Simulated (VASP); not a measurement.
## Ni2SbTe under changes of volume

One of the cells (18.071 Å³/atom); the others are scaled copies at fixed shape and fractional positions:

```xyz
4
Lattice="3.9919 0.0000 0.0000 -1.9959 3.4571 0.0000 0.0000 0.0000 5.2379" Properties=species:S:1:pos:R:3 pbc="T T T"
Te    0.0000    2.3047    0.0000
Sb    1.9959    1.1524    2.6190
Ni    0.0000    0.0000    1.3262
Ni    0.0000    0.0000    3.9118
```

The cell comes from a database or a generator and needn't be the stable form of this composition.

- Program: VASP 6.6.1
- Functional: PBE
- Potentials or basis: VASP PAW PBE potentials, release 64 (Te, Sb, Ni)
- Cutoff: 520 eV
- k mesh: 8 × 8 × 5
- Occupations: fermi-dirac, width 0.05 eV
- Spin: collinear spin, ferromagnetic start
- Starting moments: [0.0, 0.0, 1.0, 1.0] μB

| volume (Å³/atom) | energy over the lowest point (meV/atom) | pressure (GPa) | largest force (eV/Å) |
| --- | --- | --- | --- |
| 16.654 | 47.67 | 11.2 | 0.083 |
| 17.008 | 26.52 | 8.0 | 0.058 |
| 17.363 | 11.99 | 5.2 | 0.035 |
| 18.071 | 0.00 | 0.4 | 0.005 |
| 18.426 | 1.32 | -1.6 | 0.022 |
| 18.780 | ? | ? | ? |

Q: What does the run at 18.780 Å³/atom give?

A: Energy over the lowest point 6.81 meV/atom; pressure -3.3 GPa; largest force 0.038 eV/Å.

Worked out: A Birch-Murnaghan fit of order 3 (a polynomial in V^(-2/3)) to the other rows has its minimum at 18.14 Å³/atom with B0 = V·E''(V) = 106 GPa and B' = 4.9 at fixed shape and positions, which overstates the stiffness. It gives 6.79 meV/atom at 18.780 Å³/atom, against the run's 6.81, and -dE/dV = -3.3 GPa, against -3.3.

Energies are extrapolated to zero smearing.
